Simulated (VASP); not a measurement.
# Be3ZnTe4 (P-4m2) in VASP: a series of runs, part 2 of 2

VASP 6.6.1. The steps go on from the part before.

## Step 4: Relaxation of cell and atoms, PBE

This run uses another cell than the first one, of 24.12 Å³/atom, 0.989 times its volume.

INCAR

```
SYSTEM = Be3ZnTe4
ALGO     = Fast           ! electronic algorithm
EDIFF    = 1E-5           ! SCF threshold, eV
EDIFFG   = -0.03          ! ionic threshold
ENCUT    = 520            ! plane-wave cutoff, eV
GGA      = PE             ! functional
IBRION   = 2              ! ionic algorithm
ISIF     = 3              ! what is computed and relaxed
ISMEAR   = 0              ! smearing method
ISYM     = 0            
LASPH    = .True.         ! aspherical terms in the spheres
LCHARG   = .False.        ! write CHGCAR
LREAL    = Auto         
LWAVE    = .False.        ! write WAVECAR
NELM     = 80             ! most SCF steps
NSW      = 110            ! ionic steps
PREC     = Normal         ! precision mode
SIGMA    = 0.05           ! smearing width, eV
```

KPOINTS

```
k-points
0
Gamma
  4 4 2
  0 0 0
```

POSCAR

```
Be3ZnTe4
1.0
    4.1344441300     -0.0247850400     -0.0655465800
   -0.0247850400      4.0694568600     -0.0643301400
   -0.1868227400     -0.1833556100     11.4758721400
Be Zn Te
3 1 4
Direct
    0.5110375400      0.5107285200      0.7410897900
    0.4984430200      0.4850862800      0.2519650200
    0.9930540900      0.9958093900      0.5022788200
    0.0116469800      0.0193322300      0.0201606300
    0.0048949100      0.4552612700      0.8429925000
    0.4833160800      0.9266967800      0.1379579300
    0.5067034900      0.9839918200      0.6133414800
    0.0435420200      0.4573214000      0.3741975900
```

Potentials or basis: VASP PAW PBE potentials, release 64 (Be, Zn, Te).

Run with:

```sh
> cat potpaw_PBE.64/Be/POTCAR potpaw_PBE.64/Zn/POTCAR potpaw_PBE.64/Te/POTCAR > POTCAR
> mpirun -np 1 vasp_std > vasp.out
```

OUTCAR:

```text
SYSTEM = Be3ZnTe4
   EDIFF = 1E-5
   EDIFFG = -0.03
   ENCUT = 520
   GGA = PE
   IBRION = 2
   ISIF = 3
   ISMEAR = 0
   ISYM = 0
   LASPH = .True.
   LREAL = Auto
   NELM = 80
   NSW = 110
   PREC = Normal

 ion  position               nearest neighbor table
   1  0.511  0.511  0.741-   5 2.34   5 2.44   7 2.46   7 2.56
   2  0.498  0.485  0.252-   6 2.26   8 2.39   6 2.59   8 2.62
   3  0.993  0.996  0.502-   7 2.42   8 2.43   7 2.44   8 2.61
   4  0.012  0.019  0.020-   6 2.38   6 2.64   5 2.74   5 3.02
   5  0.005  0.455  0.843-   1 2.34   1 2.44   4 2.74   4 3.02
   6  0.483  0.927  0.138-   2 2.26   4 2.38   2 2.59   4 2.64
   7  0.507  0.984  0.613-   3 2.42   3 2.44   1 2.46   1 2.56
   8  0.044  0.457  0.374-   2 2.39   3 2.43   3 2.61   2 2.62

IMPORTANT INFORMATION: All symmetrisations will be switched off!
NOSYMM: (Re-)initialisation of all symmetry stuff for point group C_1.

----------------------------------------------------------------------------------------

                                     Primitive cell

  volume of cell :     192.9746

  direct lattice vectors                    reciprocal lattice vectors
     4.134444130 -0.024785040 -0.065546580     0.241942525  0.001536203  0.003963275
    -0.024785040  4.069456860 -0.064330140     0.001536203  0.245804874  0.003952353
    -0.186822740 -0.183355610 11.475872140     0.001390511  0.001386679  0.087184139

  length of vectors
     4.135037958  4.070040762 11.478857234     0.241979861  0.245841447  0.087206253

  position of ions in fractional coordinates (direct lattice)
     0.511037540  0.510728520  0.741089790
     0.498443020  0.485086280  0.251965020
     0.993054090  0.995809390  0.502278820
     0.011646980  0.019332230  0.020160630
     0.004894910  0.455261270  0.842992500
     0.483316080  0.926696780  0.137957930
     0.506703490  0.983991820  0.613341480
     0.043542020  0.457321400  0.374197590

  ion indices of the primitive-cell ions
   primitive index   ion index
                 1           1
                 2           2
                 3           3
                 4           4
                 5           5
                 6           6
                 7           7
                 8           8

----------------------------------------------------------------------------------------

 KPOINTS: k-points

Automatic generation of k-mesh.
 Grid dimensions read from file:
 generate k-points for:    4    4    2

 Generating k-lattice:

  Cartesian coordinates                     Fractional coordinates (reciprocal lattice)
     0.060485631  0.000384051  0.000990819     0.250000000  0.000000000  0.000000000
     0.000384051  0.061451218  0.000988088    -0.000000000  0.250000000  0.000000000
     0.000695256  0.000693340  0.043592070     0.000000000  0.000000000  0.500000000

  Length of vectors
     0.060494965  0.061460362  0.043603126

  Shift w.r.t. Gamma in fractional coordinates (k-lattice)
     0.000000000  0.000000000  0.000000000

 Subroutine IBZKPT returns following result:
 ===========================================

 Found     20 irreducible k-points:

 Following reciprocal coordinates:
            Coordinates               Weight
  0.000000  0.000000  0.000000      1.000000
  0.250000  0.000000 -0.000000      2.000000
  0.500000  0.000000 -0.000000      1.000000
  0.000000  0.250000  0.000000      2.000000
  0.250000  0.250000  0.000000      2.000000
  0.500000  0.250000  0.000000      2.000000
[... 12 lines left out ...]
  0.250000  0.500000  0.500000      2.000000
  0.500000  0.500000  0.500000      1.000000
   k-points           NKPTS =     20   k-points in BZ     NKDIM =     20   number of bands    NBANDS=     26
   number of dos      NEDOS =    301   number of ions     NIONS =      8
   total plane-waves  NPLWV =  36864
   dimension x,y,z NGX =    24 NGY =   24 NGZ =   64
   dimension x,y,z NGXF=    48 NGYF=   48 NGZF=  128
   ions per type =               3   1   4
   NGX,Y,Z   is equivalent  to a cutoff of   9.65,  9.80,  9.27 a.u.
   NGXF,Y,Z  is equivalent  to a cutoff of  19.30, 19.61, 18.54 a.u.
 SYSTEM =  Be3ZnTe4
   PREC   = normal    normal or accurate (medium, high low for compatibility)
   ISTART =      0    job   : 0-new  1-cont  2-samecut
   ICHARG =      2    charge: 1-file 2-atom 10-const
   ISPIN  =      1    spin polarized calculation?
   LNONCOLLINEAR =      F non collinear calculations
   LSORBIT =      F    spin-orbit coupling
   LASPH  =      T    aspherical Exc in radial PAW
   ENCUT  =  520.0 eV  38.22 Ry    6.18 a.u.   7.69  7.57 21.34*2*pi/ulx,y,z
   NELM   =     80;   NELMIN=  2; NELMDL= -5     # of ELM steps
   EDIFF  = 0.1E-04   stopping-criterion for ELM
   LREAL  =      T    real-space projection
   EDIFFG = -.3E-01   stopping-criterion for IOM
   NSW    =    110    number of steps for IOM
   IBRION =      2    ionic relax: 0-MD 1-quasi-New 2-CG
   NFREE  =      1    steps in history (QN), initial steepest desc. (CG)
   ISIF   =      3    stress and relaxation
   ISYM   =      0    0-nonsym 1-usesym 2-fastsym
   POTIM  = 0.5000    time-step for ionic-motion
   TEBEG  =    0.0;   TEEND  =   0.0 temperature during run
   PSTRESS=    0.0 pullay stress
   NELECT =      42.0000    total number of electrons
   NUPDOWN=      -1.0000    fix difference up-down
   EMIN   =  10.00;   EMAX   =-10.00  energy-range for DOS
   EFERMI =   0.00;   METHOD = LEGACY
   ISMEAR =     0;   SIGMA  =   0.05  broadening in eV -4-tet -1-fermi 0-gaus
   EFERMI_NEDOS =   21; number of points for ismear=-14 and -15
   IALGO  =     68    algorithm
   IMIX   =      4    mixing-type and parameters
     AMIX     =   0.40;   BMIX     =  1.00
     AMIX_MAG =   1.60;   BMIX_MAG =  1.00
  volume/ion in A,a.u.               =      24.12       162.78
  Fermi-wavevector in a.u.,A,eV,Ry     =   0.984747  1.860901 13.193923  0.969726
  Thomas-Fermi vector in A             =   2.116002
   LORBIT       =      0    0 simple, 1 ext, 2 COOP (PROOUT), +10 PAW based schemes
   GGA     = PE    functional components
   LHFCALC =     F    Hartree Fock is set to
   AEXX    =    0.0000 exact exchange contribution
   IVDW    =     0    specifies the selected vdW correction
   LEPSILON=     F    determine dielectric tensor
   LRPA    =     F    only Hartree local field effects (RPA)
 conjugate gradient relaxation of ions
 non-spin polarized calculation
 RMM-DIIS sequential band-by-band and
 Gauss-broadening in eV      SIGMA  =   0.05
  energy-cutoff  :      520.00
  volume of cell :      192.97
 maximum number of plane-waves:      5222
   NGX = 15   NGY = 15   NGZ = 43

--------------------------------------- Ionic step        1  -------------------------------------------

 number of electron      42.0000061 magnetization

 Free energy of the ion-electron system (eV)
  ---------------------------------------------------
  ext. energy  EPLUGINS =         0.00000000
  ---------------------------------------------------
  free energy    TOTEN  =       -26.82772011 eV

  energy without entropy =      -26.82772011  energy(sigma->0) =      -26.82772011

------------------------ aborting loop because EDIFF is reached ----------------------------------------

  FORCE on cell =-STRESS in cart. coord.  units (eV):
  Direction    XX          YY          ZZ          XY          YZ          ZX
  --------------------------------------------------------------------------------------
  -------------------------------------------------------------------------------------
  Total        3.4642530      0.9072906      2.1587740     -0.1275265     -0.8778956      2.9162870
  in kB       28.7620573      7.5328054     17.9232815     -1.0587927     -7.2887531     24.2125547
  external PRESSURE =      18.0727147 kB  Pullay stress =       0.0000000 kB
[... 107 lines left out ...]
  FREE ENERGIE OF THE ION-ELECTRON SYSTEM (eV)
  ---------------------------------------------------
  free  energy   TOTEN  =       -27.5009608847 eV

  energy  without entropy=      -27.5009608847  energy(sigma->0) =      -27.50096088

 E-fermi :   4.8561     XC(G=0):  -8.9942

 val. band max:        4.6245873763   @ k =   0.0000   0.0000   0.0000
 cond. band min:       6.3752468884   @ k =   0.5000   0.5000   0.0000
 fundamental gap:      1.7506595121
 Fermi energy:         4.8560751806

 k-point     1 :       0.0000    0.0000    0.0000
  band No.  band energies     occupation
      1      -7.6481      2.00000
      2      -7.0259      2.00000
      3      -6.8575      2.00000
      4      -5.9634      2.00000
      5      -2.3940      2.00000
      6      -2.3879      2.00000
[... 569 lines left out ...]
     25       7.6022      0.00000
     26       7.7302      0.00000

[... ionic steps 4 to 17 ...]

--------------------------------------- Ionic step       18  -------------------------------------------

 number of electron      41.9999996 magnetization

------------------------ aborting loop because EDIFF is reached ----------------------------------------
[... 79 lines left out ...]
--------------------------------------- Ionic step       20  -------------------------------------------

 number of electron      42.0000004 magnetization

 Free energy of the ion-electron system (eV)
  ---------------------------------------------------
  ext. energy  EPLUGINS =         0.00000000
  ---------------------------------------------------
  free energy    TOTEN  =       -27.82781487 eV

  energy without entropy =      -27.82781487  energy(sigma->0) =      -27.82781487

 E-fermi :   4.6341     XC(G=0):  -8.9348

 val. band max:        4.3648034668   @ k =   0.0000   0.0000   0.0000
 cond. band min:       6.2918935708   @ k =   0.0000   0.0000   0.5000
 fundamental gap:      1.9270901040
 Fermi energy:         4.6340856527

 k-point     1 :       0.0000    0.0000    0.0000
  band No.  band energies     occupation
      1      -7.7021      2.00000
      2      -7.1079      2.00000
      3      -6.9385      2.00000
      4      -6.0708      2.00000
      5      -2.4878      2.00000
      6      -2.4867      2.00000
[... 604 lines left out ...]
  FREE ENERGIE OF THE ION-ELECTRON SYSTEM (eV)
  ---------------------------------------------------
  free  energy   TOTEN  =       -27.8278148672 eV

  energy  without entropy=      -27.8278148672  energy(sigma->0) =      -27.82781487

 reached required accuracy - stopping structural energy minimisation
```

It took 7.1 min on 1 thread of Intel Xeon Platinum 8488C (Sapphire Rapids), shared host; peak memory 0.25 GiB.

What came out:

```yaml
Free_energy: -27.8278 eV
Relaxed_volume: 24.40 Å³/atom
Relaxed_cell: a = 4.106 Å, b = 4.105 Å, c = 11.583 Å, α = 90.04°, β = 90.06°, γ = 90.00°
Space_group_after_relaxing_to_0.05_Å: P1 (No. 1)
Energy_gained_by_relaxing: 125.0 meV/atom
Ionic_steps: 20
Pressure_after_relaxing: 0.0 GPa
Largest_force_after_relaxing: 0.029 eV/Å
Band_gap_on_the_k_mesh: 1.93 eV, indirect (least direct gap 1.94 eV)
```

Forces in eV/Å, atoms in the order of the input:
```
Be   0.004 -0.014 -0.006
Be   0.004  0.005 -0.001
Be   0.001  0.017  0.001
Zn  -0.012 -0.016  0.018
Te   0.011 -0.012  0.014
Te  -0.007  0.009  0.007
Te   0.000  0.007 -0.004
Te  -0.001  0.005 -0.029
```

The path:
```tsv
step	energy change (eV)	largest force (eV/Å)	pressure (GPa)	volume (Å³)
1	0.0000	2.5969	1.81	192.97
2	-0.6439	1.0376	-1.27	200.60
3	-0.6732	0.9765	-1.73	202.83
4	-0.8797	0.6542	-0.23	196.32
5	-0.9129	0.5385	0.84	192.55
6	-0.9727	0.3075	0.14	194.80
7	-0.9744	0.3250	0.08	195.23
8	-0.9850	0.1399	-0.08	195.82
9	-0.9856	0.1002	-0.13	196.02
10	-0.9893	0.1030	-0.02	195.47
11	-0.9911	0.1145	0.12	194.95
12	-0.9912	0.1168	0.23	194.74
13	-0.9937	0.1141	0.09	195.23
14	-0.9960	0.1123	-0.24	196.52
15	-0.9980	0.0887	-0.23	196.21
16	-0.9987	0.0902	-0.06	195.82
17	-0.9987	0.0894	-0.07	195.88
18	-0.9994	0.0614	-0.05	195.58
19	-0.9997	0.0388	0.06	195.11
20	-1.0001	0.0294	0.02	195.24
```

Final structure:
```
Be Zn Te
1.0
     4.10598    0.00096   -0.00099
    -0.00122    4.10509   -0.00165
    -0.01031   -0.00315   11.58306
Be Zn Te
3 1 4
Direct
  0.50673 0.48089 0.73756
  0.50499 0.47683 0.25854
  0.00835 0.97684 0.49827
  0.00571 0.98337 0.99759
  0.00680 0.48251 0.85521
  0.50519 0.97721 0.14024
  0.50904 0.97961 0.61786
  0.00582 0.47697 0.37873
```

Levels at points of the mesh, in eV from the valence-band top:
```csv
k point,band 19,band 20,band 21,band 22,band 23,band 24
"(0.00, 0.00, 0.00)",-0.10,0.00,0.00,1.94,2.35,2.45
"(0.50, 0.00, 0.00)",-1.07,-1.03,-0.55,2.28,2.72,3.40
"(0.00, 0.50, 0.00)",-1.07,-1.03,-0.54,2.28,2.72,3.39
"(0.50, 0.50, 0.00)",-2.44,-2.44,-2.34,2.05,2.10,2.11
"(0.00, 0.00, 0.50)",-0.82,-0.38,-0.38,1.93,2.22,2.89
"(0.50, 0.00, 0.50)",-1.38,-1.34,-0.55,2.92,3.21,3.26
"(0.00, 0.50, 0.50)",-1.39,-1.36,-0.54,2.92,3.21,3.26
"(0.50, 0.50, 0.50)",-2.77,-2.63,-2.63,2.68,3.00,3.00
```

Caveat: spin-orbit coupling is left out, which moves the levels of the heavy elements. A k mesh can miss the band edges.

## Step 5: Overview

| task | cell | k mesh | gap on the mesh (eV) | pressure (GPa) | largest force (eV/Å) |
| --- | --- | --- | --- | --- | --- |
| single point | P-4m2, 24.38 Å³/atom | 4 × 4 × 2 | 1.95 | 0.1 | 0.03 |
| single point | I-42m, 24.33 Å³/atom | 4 × 4 × 4 | 2.01 | 0.0 | 0.02 |
| relaxation of cell and atoms | relaxed | 4 × 4 × 2 | 1.93 | 0.0 | 0.03 |

Alike in all rows: level PBE; potentials or basis VASP PAW PBE potentials, release 64 (Be, Zn, Te); no spin polarisation; cutoff (eV) 520; smearing gaussian 0.05 eV.

Caveats: spin-orbit coupling is left out, which moves the levels of the heavy elements.

Absolute energies hang on the potentials; compare differences alone.
